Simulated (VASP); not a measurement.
Output of a VASP run:

**OUTCAR**
```
 ion  position               nearest neighbor table
   1  0.000  0.000  0.000-   2 2.92   2 2.92   2 2.92   2 2.92   2 2.92   2 2.92   2 2.92   2 2.92
  LATTYP: Found a simple cubic cell.
 ALAT       =     3.3670000000
 Subroutine PRICEL returns:
 Original cell was already a primitive cell.
 Subroutine GETGRP returns: Found 48 space group operations
The static configuration has the point symmetry O_h .
The dynamic configuration has the point symmetry O_h .
 Subroutine INISYM returns: Found 48 space group operations
 Subroutine IBZKPT returns following result:
 Found     56 irreducible k-points:

 Following reciprocal coordinates:
            Coordinates               Weight
  0.000000  0.000000  0.000000      1.000000
  0.100000  0.000000  0.000000      6.000000
  0.200000  0.000000  0.000000      6.000000
  0.300000  0.000000  0.000000      6.000000
  0.400000  0.000000  0.000000      6.000000
  0.500000  0.000000  0.000000      3.000000
  0.100000  0.100000  0.000000     12.000000
  0.200000  0.100000  0.000000     24.000000
  0.300000  0.100000  0.000000     24.000000
  0.400000  0.100000  0.000000     24.000000
  0.500000  0.100000  0.000000     12.000000
  0.200000  0.200000  0.000000     12.000000
  0.300000  0.200000  0.000000     24.000000
  0.400000  0.200000  0.000000     24.000000
  0.500000  0.200000  0.000000     12.000000
  0.300000  0.300000  0.000000     12.000000
  0.400000  0.300000  0.000000     24.000000
  0.500000  0.300000  0.000000     12.000000
  0.400000  0.400000  0.000000     12.000000
  0.500000  0.400000  0.000000     12.000000
  0.500000  0.500000  0.000000      3.000000
  0.100000  0.100000  0.100000      8.000000
  0.200000  0.100000  0.100000     24.000000
  0.300000  0.100000  0.100000     24.000000
  0.400000  0.100000  0.100000     24.000000
  0.500000  0.100000  0.100000     12.000000
  0.200000  0.200000  0.100000     24.000000
  0.300000  0.200000  0.100000     48.000000
  0.400000  0.200000  0.100000     48.000000
  0.500000  0.200000  0.100000     24.000000
  0.300000  0.300000  0.100000     24.000000
  0.400000  0.300000  0.100000     48.000000
  0.500000  0.300000  0.100000     24.000000
  0.400000  0.400000  0.100000     24.000000
  0.500000  0.400000  0.100000     24.000000
  0.500000  0.500000  0.100000      6.000000
  0.200000  0.200000  0.200000      8.000000
  0.300000  0.200000  0.200000     24.000000
  0.400000  0.200000  0.200000     24.000000
  0.500000  0.200000  0.200000     12.000000
   k-points           NKPTS =     56   k-points in BZ     NKDIM =     56   number of bands    NBANDS=     14
   number of dos      NEDOS =    301   number of ions     NIONS =      2
   total plane-waves  NPLWV =  13824
   dimension x,y,z NGX =    24 NGY =   24 NGZ =   24
   dimension x,y,z NGXF=    48 NGYF=   48 NGZF=   48
   ions per type =               1   1
   PREC   = accura    normal or accurate (medium, high low for compatibility)
   ISTART =      0    job   : 0-new  1-cont  2-samecut
   ICHARG =      2    charge: 1-file 2-atom 10-const
   ISPIN  =      1    spin polarized calculation?
   LNONCOLLINEAR =      F non collinear calculations
   LSORBIT =      F    spin-orbit coupling
   INIWAV =      1    electr: 0-lowe 1-rand  2-diag
   ENCUT  =  400.0 eV  29.40 Ry    5.42 a.u.   5.49  5.49  5.49*2*pi/ulx,y,z
   NELM   =    100;   NELMIN=  2; NELMDL= -5     # of ELM steps
   EDIFF  = 0.1E-05   stopping-criterion for ELM
   LREAL  =      F    real-space projection
   NLSPLINE    = F    spline interpolate recip. space projectors
   LMAXMIX     =    4 max onsite mixed and CHGCAR
   VOSKOWN=      0    Vosko Wilk Nusair interpolation
   EDIFFG = -.1E-01   stopping-criterion for IOM
   NSW    =     60    number of steps for IOM
   NBLOCK =      1;   KBLOCK =     60    inner block; outer block
   IBRION =      2    ionic relax: 0-MD 1-quasi-New 2-CG
   NFREE  =      1    steps in history (QN), initial steepest desc. (CG)
...
```

OSZICAR:
```
...
DAV:   4    -0.142425572156E+02    0.96678E+00   -0.83196E+00  1592   0.238E+01    0.877E+00
DAV:   5    -0.140991955723E+02    0.14336E+00   -0.19343E-01  1808   0.440E+00    0.827E+00
DAV:   6    -0.139207353770E+02    0.17846E+00   -0.39565E-01  1730   0.528E+00    0.315E+00
DAV:   7    -0.139141664934E+02    0.65689E-02   -0.10925E-01  1850   0.322E+00    0.918E-01
DAV:   8    -0.139129819545E+02    0.11845E-02   -0.25842E-03  1634   0.540E-01    0.409E-01
DAV:   9    -0.139123245851E+02    0.65737E-03   -0.19246E-03  1754   0.339E-01    0.633E-02
DAV:  10    -0.139123201989E+02    0.43862E-05   -0.81027E-05  1844   0.842E-02    0.461E-02
DAV:  11    -0.139123200092E+02    0.18969E-06   -0.20783E-06  1182   0.166E-02
   2 F= -.13912320E+02 E0= -.13912116E+02  d E =0.936465E+00
       N       E                     dE             d eps       ncg     rms          rms(c)
DAV:   1    -0.448651148056E+02   -0.30953E+02   -0.69358E+02  1580   0.332E+02    0.640E+01
DAV:   2    -0.245735247264E+02    0.20292E+02   -0.34623E+02  1592   0.132E+02    0.498E+01
DAV:   3    -0.181626277847E+02    0.64109E+01   -0.13601E+01  1670   0.277E+01    0.331E+01
DAV:   4    -0.170431263544E+02    0.11195E+01   -0.91832E+00  1628   0.179E+01    0.140E+01
DAV:   5    -0.167886203103E+02    0.25451E+00   -0.14397E+00  1634   0.958E+00    0.828E+00
DAV:   6    -0.168152495047E+02   -0.26629E-01   -0.11656E-01  1670   0.291E+00    0.418E+00
DAV:   7    -0.168060413355E+02    0.92082E-02   -0.41225E-02  1724   0.172E+00    0.979E-01
DAV:   8    -0.168064234683E+02   -0.38213E-03   -0.12108E-03  1682   0.311E-01    0.267E-01
DAV:   9    -0.168064466248E+02   -0.23157E-04   -0.30323E-04  1844   0.138E-01    0.101E-01
DAV:  10    -0.168064201306E+02    0.26494E-04   -0.87126E-05  1744   0.813E-02    0.168E-02
DAV:  11    -0.168064198362E+02    0.29435E-06   -0.14992E-06  1266   0.998E-03
   3 F= -.16806420E+02 E0= -.16806432E+02  d E =-.195763E+01
       N       E                     dE             d eps       ncg     rms          rms(c)
DAV:   1    -0.168761498044E+02   -0.69730E-01   -0.14949E+00  1622   0.143E+01    0.265E+00
DAV:   2    -0.168246467612E+02    0.51503E-01   -0.19337E-01  1610   0.457E+00    0.505E-01
DAV:   3    -0.168191692596E+02    0.54775E-02   -0.99038E-03  1664   0.794E-01    0.201E-01
DAV:   4    -0.168185173982E+02    0.65186E-03   -0.40590E-03  1646   0.614E-01    0.186E-01
DAV:   5    -0.168186281117E+02   -0.11071E-03   -0.69342E-05  1742   0.807E-02    0.469E-02
DAV:   6    -0.168186384482E+02   -0.10336E-04   -0.29063E-05  1712   0.444E-02    0.611E-03
DAV:   7    -0.168186382837E+02    0.16442E-06   -0.89379E-07  1198   0.764E-03
   4 F= -.16818638E+02 E0= -.16818599E+02  d E =-.196985E+01
       N       E                     dE             d eps       ncg     rms          rms(c)
DAV:   1    -0.168468154736E+02   -0.28177E-01   -0.67476E-01  1610   0.965E+00    0.180E+00
DAV:   2    -0.168236813447E+02    0.23134E-01   -0.87278E-02  1622   0.308E+00    0.343E-01
DAV:   3    -0.168212030205E+02    0.24783E-02   -0.44648E-03  1652   0.533E-01    0.134E-01
DAV:   4    -0.168209080502E+02    0.29497E-03   -0.18309E-03  1646   0.414E-01    0.125E-01
DAV:   5    -0.168209620007E+02   -0.53950E-04   -0.32103E-05  1754   0.547E-02    0.305E-02
DAV:   6    -0.168209674481E+02   -0.54474E-05   -0.13398E-05  1706   0.297E-02    0.414E-03
DAV:   7    -0.168209672960E+02    0.15215E-06   -0.40064E-07   904   0.524E-03
   5 F= -.16820967E+02 E0= -.16820914E+02  d E =-.197218E+01
```

### OUTCAR
```
------------------------ aborting loop because EDIFF is reached ----------------------------------------
  FORCE on cell =-STRESS in cart. coord.  units (eV):
  Direction    XX          YY          ZZ          XY          YZ          ZX
  --------------------------------------------------------------------------------------
  Total        0.0099332      0.0099332      0.0099332      0.0000000     -0.0000000      0.0000000
  in kB        0.6069418      0.6069418      0.6069418      0.0000000     -0.0000000      0.0000000
  external PRESSURE =       0.6069418 kB  Pullay stress =       0.0000000 kB
  volume of cell :       26.22
      direct lattice vectors                 reciprocal lattice vectors
     2.970878084  0.000000000  0.000000000     0.336600820 -0.000000000 -0.000000000
     0.000000000  2.970878084  0.000000000    -0.000000000  0.336600820 -0.000000000
     0.000000000  0.000000000  2.970878084    -0.000000000 -0.000000000  0.336600820
 POSITION                                       TOTAL-FORCE (eV/Angst)
 -----------------------------------------------------------------------------------
      0.00000      0.00000      0.00000        -0.000000      0.000000      0.000000
      1.48544      1.48544      1.48544         0.000000     -0.000000      0.000000
 -----------------------------------------------------------------------------------
    total drift:                                0.000000      0.000000      0.000000
  FREE ENERGIE OF THE ION-ELECTRON SYSTEM (eV)
  ---------------------------------------------------
  free  energy   TOTEN  =       -16.8209672960 eV

  energy  without entropy=      -16.8208085728  energy(sigma->0) =      -16.82091439

 reached required accuracy - stopping structural energy minimisation
```
(Selected blocks of OUTCAR.)

### POSCAR
```
MoS
1
    3.3670000000     0.0000000000     0.0000000000
    0.0000000000     3.3670000000     0.0000000000
    0.0000000000     0.0000000000     3.3670000000
Mo S
1 1
Direct
  0.0000000000   0.0000000000   0.0000000000
  0.5000000000   0.5000000000   0.5000000000
```

### Question
Write an INCAR and KPOINTS that could have produced this output.

### Answer
One answer among several that fit: the input of the run itself, PBEsol GGA, plane waves, VASP's PBE PAW potentials (set 64).

INCAR:
```
ALGO  =  Normal
EDIFF  =  1E-6
EDIFFG  =  -0.01
ENCUT  =  400
GGA  =  PS
IBRION  =  2
ISIF  =  3
ISMEAR  =  1
LASPH  =  .TRUE.
LCHARG  =  .FALSE.
LMAXMIX  =  4
LREAL  =  .FALSE.
LWAVE  =  .FALSE.
NELM  =  100
NSW  =  60
PREC  =  Accurate
SIGMA  =  0.1
SYSTEM  =  MoS
```

### KPOINTS
```
Automatic mesh
0
Gamma
10 10 10
0 0 0
```

POTCAR, in this order: Mo_sv S (PBE.64 set). Program: vasp_std.

Energy and stress use the plane-wave basis of the starting cell.

The structure was generated: MoS was put into the CsCl type type (Pm-3m), which need not be its known phase. This run relaxes it. Symmetry was kept, so distortions that lower it aren't found.
